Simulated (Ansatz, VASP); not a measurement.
# Cross-check of AsN between VASP and Ansatz

One calculation is typed for both programs; each brings its own data sets and cutoff. How far apart do they land? The cell is generated by rule, not measured, and may not be a known phase. The cell is taken from a series of VASP runs on this material, whose earlier steps may have relaxed, scaled or displaced it; both programs get it as it stands.

Calculated with Ansatz 0.2.0; plane waves, with VASP 6.6.1 beside it; band structure at LDA and band structure at LDA, spin-orbit coupling.

The structure was built from a prototype and need not be the compound's stable phase.

## 1. The structure

Symmetry: F-43m, No. 216, cubic system. The conventional cell has a = 4.457 Å, b = 4.457 Å, c = 4.457 Å, α = 90.00°, β = 90.00°, γ = 90.00°. Nearest to As lie 4 N at 1.93 Å. N has 4 As at 1.93 Å nearest. Farther neighbours and most contacts between anions are not listed.

## 2. Ansatz: band structure, LDA

Ansatz runs on its default PAW (the set named soft_2) files.

A single point gives forces, pressure and levels at one fixed geometry, so differences don't come from the geometry; what else differs is listed under the comparison.

The input, input.yaml:

```yaml
crystal:
  lattice:
    - [0.0, 2.22857, 2.22857]
    - [2.22857, 0.0, 2.22857]
    - [2.22857, 2.22857, 0.0]
  atoms:
    - { symbol: As, position: [0.0, 0.0, 0.0] }
    - { symbol: "N", position: [0.25, 0.25, 0.25] }
hamiltonian:
  xc: lda
  pseudopotentials: { kind: paw }
kpoints:
  mp_grid: { grid: [16, 16, 16] }
  band_path:
    path:
      - [0.0, 0.0, 0.0]
      - [0.17391, 0.0, 0.17391]
      - [0.34783, 0.0, 0.34783]
      - [0.5, 0.0, 0.5]
      - [0.5, 0.08696, 0.58696]
      - [0.5, 0.18478, 0.68478]
      - [0.49457, 0.25543, 0.75]
      - [0.45109, 0.29891, 0.75]
      - [0.40761, 0.34239, 0.75]
      - [0.34239, 0.34239, 0.68478]
      - [0.21196, 0.21196, 0.42391]
      - [0.08152, 0.08152, 0.16304]
      - [0.04348, 0.04348, 0.04348]
      - [0.23913, 0.23913, 0.23913]
      - [0.41304, 0.41304, 0.41304]
      - [0.5163, 0.46739, 0.5163]
      - [0.55978, 0.38043, 0.55978]
      - [0.6087, 0.28261, 0.6087]
      - [0.60326, 0.25, 0.64674]
      - [0.55978, 0.25, 0.69022]
      - [0.5163, 0.25, 0.7337]
      - [0.5, 0.30435, 0.69565]
      - [0.5, 0.3913, 0.6087]
      - [0.5, 0.47826, 0.52174]
      - [0.47283, 0.47283, 0.55435]
      - [0.42391, 0.42391, 0.65217]
      - [0.38043, 0.38043, 0.73913]
      - [0.59239, 0.18478, 0.59239]
      - [0.54891, 0.09783, 0.54891]
      - [0.5, 0.0, 0.5]
    npoints: 1
scf:
  occupations: { method: gaussian, width: 0.02 }
  n_extra_bands: 7
output:
  forces: true
  stress: true
  eigenvalues: true
```

On the command line:

```console
$ ansatz run input.yaml --threads 2 --pin off --max-ram 4608MiB --backend cpu --events-out ev --progress --plain --runs-dir out
```

Numbers of over 12 decimals in the logs are rounded to 6 here.

What it wrote:

```text
scf.n_extra_bands = 7 over 10 filled bands (N_el = 20.0): the run solves 17 bands
Engine: ansatz 0.2.0, x86_64-unknown-linux-gnu
Pseudopotentials: kind: paw
Pseudopotential: As, paw, valence charge 15, recommended cutoff 420 eV (normal), As.paw.azcp
Pseudopotential: N, paw, valence charge 5, recommended cutoff 420 eV (normal), N.paw.azcp
Functional definition: SPW92
  exchange = slater_x
  correlation = pw_c
Crystal: 2 atoms, lattice volume = 22.136 Å³
Basis set: ecut = 420 eV, 411 PW (Γ)
Bands: 17, of which v1, the nominal top of the filled ones, is band 10 counted from 1 (9 counted from 0)
Symmetry: 24 space group operations
Space group: F-43m (ITA 216), of the structure as read, at distance tolerance 2.8e-5 Å
k-points: 145 of 4096 (time reversal used)
Non-local potential: As, projectors of the file, l = 0: 2, l = 1: 2, l = 2: 3, l = 3: 1
Non-local potential: N, projectors of the file, l = 0: 2, l = 1: 2, l = 2: 1
PAW form: soft (Blöchl's): semilocal exchange-correlation on the pseudo side does not see the compensation charge
PAW frozen core: As, regenerated for the run's functional, and the local potential with it (the file was generated under x = pbe(κ = 0.804, μ = 0.219515), c = pbe(β = 0.066725))
PAW frozen core: N, regenerated for the run's functional, and the local potential with it (the file was generated under x = pbe(κ = 0.804, μ = 0.219515), c = pbe(β = 0.066725))
PAW one-centre angular grid: As, 590 points (default); XC on 64 Gauss nodes
PAW one-centre angular grid: N, 110 points (default); XC on 64 Gauss nodes
Initial density: superposition of atomic densities (neutral atoms: chi_scale 0, normalization atom), corrected by the library's trained network
Initial wavefunctions: pseudopotential atomic-orbital guess
Functional: x = slater, c = lda
SCF iter   1: F=—  HF=-5144.483053 eV  |F-HF|=—  |Δ(HF+E_count)|=         —  Δρ=1.46e-2  dr2=5.86e-2  ethr=1.77e-3  ⟨swp⟩=5.6  Hψ=13279  notcnv=0
preconditioner: auto → none  [insulator: Δε(μ)=0.020 eV  Ē_g=18.545 eV  σ=0.020 eV  W_gap=0.50  n_scr=8 (ndim 8)  ℏωp=25.0 eV  f_vac=0.004  D(μ)=1.49/eV (n_scr^D=14)  ε∞_Penn≈2.8]
SCF iter   2: F=—  HF=-5144.470449 eV  |F-HF|=—  |Δ(HF+E_count)|=   1.26e-2  Δρ=6.37e-3  dr2=1.01e-2  ethr=2.93e-4  ⟨swp⟩=2.0  Hψ=4127  notcnv=0  defer=290
SCF iter   3: F=—  HF=-5144.467911 eV  |F-HF|=—  |Δ(HF+E_count)|=   2.54e-3  Δρ=5.43e-4  dr2=4.33e-5  ethr=5.05e-5  ⟨swp⟩=2.2  Hψ=3035  notcnv=0  defer=309
SCF iter   4: F=—  HF=-5144.467905 eV  |F-HF|=—  |Δ(HF+E_count)|=   5.88e-6  Δρ=1.24e-4  dr2=2.59e-6  ethr=2.16e-7  ⟨swp⟩=2.0  Hψ=3783  notcnv=0  defer=309
SCF iter   5: F=—  HF=-5144.467897 eV  |F-HF|=—  |Δ(HF+E_count)|=   8.73e-6  Δρ=4.16e-5  dr2=1.58e-7  ethr=1.29e-8  ⟨swp⟩=2.0  Hψ=3614  notcnv=0  defer=309
SCF iter   6: F=-5144.467897 eV  HF=-5144.467897 eV  |F-HF|=4.44e-8  |Δ(HF+E_count)|=   7.47e-8  Δρ=8.26e-6  dr2=9.92e-9  ethr=5.00e-10  ⟨swp⟩=7.5  Hψ=11733  notcnv=0
SCF 1 converged in 6 iterations: F = -5144.467897 eV  dr2 = 9.92e-9
  greatest PAW one-centre occupation: 1.000 electrons in one spin orbital (limit 2), on the As atom at site 0 (counted from 0), in its partial waves of l = 2
NSCF: frozen V_eff on 30 k-points
SCF converged after 6 iterations
Free energy (F): -5144.467897 eV
Harris-Foulkes:  -5144.467897 eV  (|F-HF|=4.44e-8)
Internal energy: -5144.467641 eV  (E = F + TS)
E sigma→0 (E₀):  -5144.467769 eV
Entropy (-TS):   -0.000255 eV (-0.128 meV/atom)
Fermi energy:    15.469872 eV
--- Per-component energies (eV) ---
  E_band       = -162.482476
  E_kinetic    = 240.465145
  E_local      = -1591.257894  (includes V_loc(G=0)·N_el)
  E_nonlocal   = -614.563647
  E_hartree    = 877.960445
  E_xc         = -141.660802
  E_vxc        = -159.671083  (∫ρ·V_xc dr)
  E_paw        = -1871.721136  (= ΣΔE_a)
  E_vpaw       = 206.629550  (= ΣTr[D̂ρ^β])
  E_aug_tail   = 0.000085  (compensation charges beyond the density's cutoff)
  E_ewald      = -2045.845111
  E_core_change = 2.155274  (= ΣΔE_core)
  E_smearing   = -0.000255  (= −TS)
  E_closure    = 0.000000  (closes the sum)
  Σ components = -5144.467897   (vs F -5144.467897, Δ=0.00e0)
--- Forces (eV/Å), atoms counted from 1 ---
  atom   1  As    -0.00000000     0.00000000    -0.00000000
  atom   2  N      0.00000000     0.00000000     0.00000000
  max |Σ_I F_I| component: 1.44e-15 eV/Å
--- Stress (GPa, compression-positive) ---
       52.145150      -0.000000      -0.000000
        0.000000      52.145150       0.000000
       -0.000000       0.000000      52.145150
  P = ⅓ Tr σ = 52.1452 GPa (521.452 kbar)
--- Band table (eV; the first three rows and the last of 145) ---
  k-point 0: bands = [... 6 lower, 10.3532, 10.3532, 10.3532, 11.1268, 17.5906, 17.5906, 17.5906, 24.9708, ... 3 higher]
  k-point 1: bands = [... 6 lower, 9.4500, 10.2938, 10.2938, 11.8455, 17.5141, 17.6812, 17.6812, 25.3325, ... 3 higher]
  k-point 2: bands = [... 6 lower, 8.1380, 10.1338, 10.1338, 12.5864, 17.4301, 17.9170, 17.9170, 26.1239, ... 3 higher]
  k-point 144: bands = [... 6 lower, 1.8527, 6.2171, 6.2620, 16.5646, 16.8492, 18.8000, 21.8603, 22.9794, ... 3 higher]
```

The job ended after 2.4 s (2 threads of Intel Xeon Platinum 8488C (Sapphire Rapids), shared host; peak memory 0.41 GiB).

## 3. VASP: band structure, LDA

The same cell, functional (in two slightly different forms), mesh and smearing now go to VASP, with its own data sets and cutoff.

Lines of VASP's logs that name or quote its potential files are left out, and so is its time.

The input, INCAR:

```
SYSTEM = AsN
PREC = Accurate
ENCUT = 520
EDIFF = 1E-06
NELM = 100
ISMEAR = 0
SIGMA = 0.02
LREAL = .FALSE.
ALGO = Normal
GGA = CA
NBANDS = 17
LORBIT = 11
LWAVE = .FALSE.
LCHARG = .FALSE.
KPAR = 4
ISIF = 2
```

The input, POSCAR:

```
AsN
1.0
    0.0000000000      2.2285700000      2.2285700000
    2.2285700000      0.0000000000      2.2285700000
    2.2285700000      2.2285700000      0.0000000000
As N
1 1
Direct
    0.0000000000      0.0000000000      0.0000000000
    0.2500000000      0.2500000000      0.2500000000
```

The input, KPOINTS:

```
Automatic mesh
0
Gamma
16 16 16
0 0 0
```

The input, KPOINTS_OPT:

```
Line mode
24
Line-mode
Reciprocal
  0.00000000   0.00000000   0.00000000 GAMMA
  0.50000000   0.00000000   0.50000000 X

  0.50000000   0.00000000   0.50000000 X
  0.50000000   0.25000000   0.75000000 W

  0.50000000   0.25000000   0.75000000 W
  0.37500000   0.37500000   0.75000000 K

  0.37500000   0.37500000   0.75000000 K
  0.00000000   0.00000000   0.00000000 GAMMA

  0.00000000   0.00000000   0.00000000 GAMMA
  0.50000000   0.50000000   0.50000000 L

  0.50000000   0.50000000   0.50000000 L
  0.62500000   0.25000000   0.62500000 U

  0.62500000   0.25000000   0.62500000 U
  0.50000000   0.25000000   0.75000000 W

  0.50000000   0.25000000   0.75000000 W
  0.50000000   0.50000000   0.50000000 L

  0.50000000   0.50000000   0.50000000 L
  0.37500000   0.37500000   0.75000000 K

  0.62500000   0.25000000   0.62500000 U
  0.50000000   0.00000000   0.50000000 X
```

PAW data sets: As and N (LDA family, release 64).

On the command line:

```console
$ mpirun -np 4 vasp_std
```

What it wrote:

```text
[banner, memory and clock lines left out]
running    4 mpi-ranks, on    1 nodes
 distrk:  each k-point on    1 cores,    4 groups
 distr:  one band on    1 cores,    1 groups

 POSCAR found type information on POSCAR AsN
 POSCAR found :  2 types and       2 ions
 LDA part: xc-table for (Slater(with rela. corr.)+CA(PZ))
 , standard interpolation
 POSCAR, INCAR and KPOINTS ok, starting setup
 FFT: planning ... GRIDC
 FFT: planning ... GRID_SOFT
 FFT: planning ... GRID
 WAVECAR not read
 entering main loop
       N       E                     dE             d eps       ncg     rms          rms(c)
DAV:   1     0.219785068406E+02    0.21979E+02   -0.49923E+03  4938   0.537E+02
DAV:   2    -0.120175488701E+02   -0.33996E+02   -0.32473E+02  6694   0.124E+02
DAV:   3    -0.128990701228E+02   -0.88152E+00   -0.87620E+00  5673   0.160E+01
DAV:   4    -0.129006165975E+02   -0.15465E-02   -0.15464E-02  6282   0.829E-01
DAV:   5    -0.129006190809E+02   -0.24834E-05   -0.24841E-05  5741   0.306E-02    0.115E+01
DAV:   6    -0.114939283602E+02    0.14067E+01   -0.11015E+01  5215   0.122E+01    0.521E+00
DAV:   7    -0.114315108839E+02    0.62417E-01   -0.39380E-01  5188   0.286E+00    0.356E+00
DAV:   8    -0.114192926062E+02    0.12218E-01   -0.48563E-02  5849   0.127E+00    0.693E-01
DAV:   9    -0.114163625506E+02    0.29301E-02   -0.10146E-02  5289   0.436E-01    0.109E-01
DAV:  10    -0.114163462582E+02    0.16292E-04   -0.45244E-04  6438   0.118E-01    0.373E-02
DAV:  11    -0.114163444571E+02    0.18011E-05   -0.84403E-06  5536   0.163E-02    0.450E-03
DAV:  12    -0.114163444125E+02    0.44634E-07   -0.16088E-07  2970   0.223E-03
   1 F= -.11416344E+02 E0= -.11416215E+02  d E =-.259570E-03
 Start KPOINTS_OPT (optional k-point list driver)
k-point batch [1-145\240]
       N       E                     dE             ncg
DAV:   1     0.523312508321E+04   -0.43387E+05     4946
DAV:   2     0.481781242548E+03   -0.47513E+04     6450
DAV:   3     0.353448200043E+03   -0.12833E+03     5771
DAV:   4     0.353242103787E+03   -0.20610E+00     6394
DAV:   5     0.353241856021E+03   -0.24777E-03     5866
DAV:   6     0.353241855564E+03   -0.45671E-06     5120
k-point batch [146-240\240]
       N       E                     dE             ncg
DAV:   1     0.179374648570E+05   -0.39545E+05     3262
DAV:   2     0.149233336471E+05   -0.30141E+04     4259
DAV:   3     0.148482888173E+05   -0.75045E+02     3946
DAV:   4     0.148481656768E+05   -0.12314E+00     4147
DAV:   5     0.148481655008E+05   -0.17598E-03     4086
DAV:   6     0.148481655004E+05   -0.36313E-06     3384
```

Parts of OUTCAR (step 3):

```text
ion  position               nearest neighbor table
   1  0.000  0.000  0.000-   2 1.93   2 1.93   2 1.93   2 1.93
   2  0.250  0.250  0.250-   1 1.93   1 1.93   1 1.93   1 1.93

  LATTYP: Found a face centered cubic cell.
 ALAT       =     4.4571400000

 Subroutine GETGRP returns: Found 24 space group operations
 (whereof 24 operations were pure point group operations)

The static configuration has the point symmetry T_d .

 Found    145 irreducible k-points:

   k-points           NKPTS =    145   k-points in BZ     NKDIM =    145   number of bands    NBANDS=     17

   dimension x,y,z NGX =    24 NGY =   24 NGZ =   24
   dimension x,y,z NGXF=    48 NGYF=   48 NGZF=   48

   ENCUT  =  520.0 eV  38.22 Ry    6.18 a.u.   5.86  5.86  5.86*2*pi/ulx,y,z

   NELECT =      10.0000    total number of electrons

 k-points in reciprocal lattice and weights: Automatic mesh
   0.00000000  0.00000000  0.00000000       0.000
   0.06250000  0.00000000  0.00000000       0.002
   0.12500000  0.00000000  0.00000000       0.002
   0.18750000  0.00000000  0.00000000       0.002
   0.25000000  0.00000000  0.00000000       0.002
   0.31250000  0.00000000  0.00000000       0.002
   0.37500000  0.00000000  0.00000000       0.002
   0.43750000  0.00000000  0.00000000       0.002
   0.50000000  0.00000000  0.00000000       0.001
[...]
-0.31250000  0.50000000  0.18750000       0.003
  -0.25000000  0.50000000  0.25000000       0.001

 average (electrostatic) potential at core
       1 -50.3200       2 -61.1332

 E-fermi :   9.6936

 k-point     1 :       0.0000    0.0000    0.0000
  band No.  band energies     occupation
      1     -11.9031      2.00000
      2       4.5468      2.00000
      3       4.5468      2.00000
      4       4.5468      2.00000
      5       5.3742      2.00000
      6      11.8058      0.00000
      7      11.8058      0.00000
      8      11.8058      0.00000
      9      19.2225      0.00000
     10      22.9894      0.00000
    ...

 k-point     2 :       0.0625    0.0000    0.0000
  band No.  band energies     occupation
      1     -11.8351      2.00000
      2       3.6593      2.00000
      3       4.4878      2.00000
      4       4.4878      2.00000
      5       6.0781      2.00000
      6      11.7294      0.00000
      7      11.8965      0.00000
      8      11.8965      0.00000
      9      19.5833      0.00000
     10      22.0609      0.00000
    ...

 k-point     3 :       0.1250    0.0000    0.0000
  band No.  band energies     occupation
      1     -11.6331      2.00000
      2       2.3479      2.00000
      3       4.3283      2.00000
      4       4.3283      2.00000
      5       6.8181      2.00000
      6      11.6448      0.00000
      7      12.1321      0.00000
      8      12.1321      0.00000
      9      20.3647      0.00000
     10      21.2114      0.00000
    ...

  Total        7.4214839      7.4214839      7.4214839      0.0000000      0.0000000     -0.0000000
  in kB      537.1461835    537.1461835    537.1461835      0.0000000      0.0000000     -0.0000000
  external PRESSURE =     537.1461835 kB  Pullay stress =       0.0000000 kB

  energy-cutoff  :      520.00
  volume of cell :       22.14
      direct lattice vectors                 reciprocal lattice vectors
     0.000000000  2.228570000  2.228570000    -0.224359118  0.224359118  0.224359118
     2.228570000  0.000000000  2.228570000     0.224359118 -0.224359118  0.224359118
     2.228570000  2.228570000  0.000000000     0.224359118  0.224359118 -0.224359118

 POSITION                                       TOTAL-FORCE (eV/Angst)
 -----------------------------------------------------------------------------------
      0.00000      0.00000      0.00000         0.000000      0.000000      0.000000
      1.11428      1.11428      1.11428        -0.000000     -0.000000     -0.000000
 -----------------------------------------------------------------------------------
    total drift:                               -0.000000     -0.000000     -0.000000

  FREE ENERGIE OF THE ION-ELECTRON SYSTEM (eV)
  ---------------------------------------------------
  free  energy   TOTEN  =       -11.4163444125 eV

  energy  without entropy=      -11.4160848426  energy(sigma->0) =      -11.41621463

 total charge
# of ion       s       p       d       tot
------------------------------------------
    1        1.349   1.291   0.211   2.851
    2        1.374   2.358   0.000   3.732
--------------------------------------------------
tot          2.723   3.649   0.211   6.583

[... 3 further parts left out ...]
```

The run ends at a pressure of 53.71 GPa.

## 4. Differences

Known differences besides the potentials themselves: the two LDA forms differ slightly; the data sets hold 20 valence electrons in Ansatz (default PAW (the set named soft_2) files) and 10 in VASP; the cutoff is 420 eV in Ansatz and 520 eV in VASP; VASP's log shows a relativistic correction to its local exchange, Ansatz's none. Total energies have different zeros and are not compared.

Compared:

```
                                        quantity  Ansatz   VASP  difference
                                  pressure (GPa)   52.15  53.71       -1.57
pressure without Ansatz's Pulay correction (GPa)   51.59  53.71       -2.13
```

Levels from 3 eV below to 2 eV above the Fermi level differ by 16 meV r.m.s. and 33 meV at most; each VASP level is matched to the nearest of Ansatz, which flatters the figure a little. Ansatz's pressure holds a Pulay correction of 0.56 GPa; VASP's holds none.

(Continued in part 2 of 2.)

[Lines on the potential files, build, host, timing and source positions are cut from VASP's logs without a mark.]

[Logs are printed without paths, hosts, clocks, repeated set-up lines and the standing remarks that a program may print on its own settings, such as how far it seeks lower states.]

[Hosts, paths, dates, database ids (printed as entryN), source tags and the programs' standing remarks are cut or masked in the printed files.]
